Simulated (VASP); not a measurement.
```yaml
crystal:
  lattice:
    - [0.00000, 2.36903, 2.36903]
    - [2.36903, 0.00000, 2.36903]
    - [2.36903, 2.36903, 0.00000]
  atoms:
    - { symbol: B, position: [0.00000, 0.00000, 0.00000] }
    - { symbol: As, position: [0.25000, 0.25000, 0.25000] }
```

Calculation: r2SCAN meta-GGA, VASP's PBE PAW potentials (set 64) (plane waves; VASP 6.6.1). Numerical set-up: 520 eV cut-off, 10×10×10 Γ-centred mesh, Gaussian smearing of 0.050 eV, potentials B As.

Q: Predict the energy per atom (σ→0), pressure.

A: 
| Quantity | Result |
|---|---|
| energy per atom (σ→0) | -11.122 eV/atom |
| pressure | 4.63 GPa |

The absolute energy has meaning only against runs of the same code, potentials and settings.

The compound is BAs in the zinc blende structure. This cell is one point of a volume scan, at 0.97 of the reference volume.
